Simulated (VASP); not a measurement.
A convergence study with VASP on W (bcc): one setting is varied, all else stays as given below, so the limit is that of these other settings. Each run relaxes cell and ions from the cell shown.

```
W
1.0
   -1.58000     1.58000     1.58000
    1.58000    -1.58000     1.58000
    1.58000     1.58000    -1.58000
W
1
Direct
  0.00000   0.00000   0.00000
```

All values below come from LDA (Ceperley-Alder, Perdew-Zunger), VASP's LDA PAW potentials (set 64) (plane waves; VASP). The tightest run used: 550 eV cut-off, 21×21×21 Γ-centred mesh, first-order Methfessel-Paxton smearing of 0.10 eV, potentials W_sv.

**Question.** The settings run are 2×2×2 mesh; 3×3×3 mesh; 4×4×4 mesh; 5×5×5 mesh; 6×6×6 mesh; 7×7×7 mesh; 8×8×8 mesh; 9×9×9 mesh; 10×10×10 mesh; 11×11×11 mesh; 12×12×12 mesh; 13×13×13 mesh; 14×14×14 mesh; 15×15×15 mesh; 16×16×16 mesh; 17×17×17 mesh; 18×18×18 mesh; 19×19×19 mesh; 20×20×20 mesh; 21×21×21 mesh. From which on does the relaxed volume stay within 0.05 Å³/atom of the tightest run?

**Answer.** From 7×7×7 mesh on: it is off by 0.000 there and by no more than 0.05 in any finer run, while 6×6×6 mesh is off by 0.087.
| setting | relaxed volume (Å³/atom) | E (eV/atom) | irreducible k-points | difference judged (Å³/atom) |
|---|---|---|---|---|
| 2×2×2 mesh | 16.113 | -13.2595 | 3 | 0.609 |
| 3×3×3 mesh | 15.940 | -13.6473 | 4 | 0.435 |
| 4×4×4 mesh | 15.462 | -13.9635 | 8 | 0.043 |
| 5×5×5 mesh | 15.512 | -14.1489 | 10 | 0.008 |
| 6×6×6 mesh | 15.418 | -14.1659 | 16 | 0.087 |
| 7×7×7 mesh | 15.505 | -14.0325 | 20 | 0.000 |
| 8×8×8 mesh | 15.536 | -14.1020 | 29 | 0.031 |
| 9×9×9 mesh | 15.500 | -14.1148 | 35 | 0.005 |
| 10×10×10 mesh | 15.525 | -14.0959 | 47 | 0.021 |
| 11×11×11 mesh | 15.503 | -14.0839 | 56 | 0.002 |
| 12×12×12 mesh | 15.485 | -14.1048 | 72 | 0.019 |
| 13×13×13 mesh | 15.500 | -14.1198 | 84 | 0.005 |
| 14×14×14 mesh | 15.498 | -14.0943 | 104 | 0.006 |
| 15×15×15 mesh | 15.514 | -14.1017 | 120 | 0.009 |
| 16×16×16 mesh | 15.490 | -14.1092 | 145 | 0.014 |
| 17×17×17 mesh | 15.490 | -14.1045 | 165 | 0.014 |
| 18×18×18 mesh | 15.511 | -14.0995 | 195 | 0.007 |
| 19×19×19 mesh | 15.493 | -14.1082 | 220 | 0.012 |
| 20×20×20 mesh | 15.503 | -14.1085 | 256 | 0.002 |
| 21×21×21 mesh | 15.505 | -14.1011 | 286 | 0.000 |

Left out are rungs that failed or repeat a setting and relaxations that didn't move; long series are thinned to 24 rows.

The compound is W in the bcc structure.
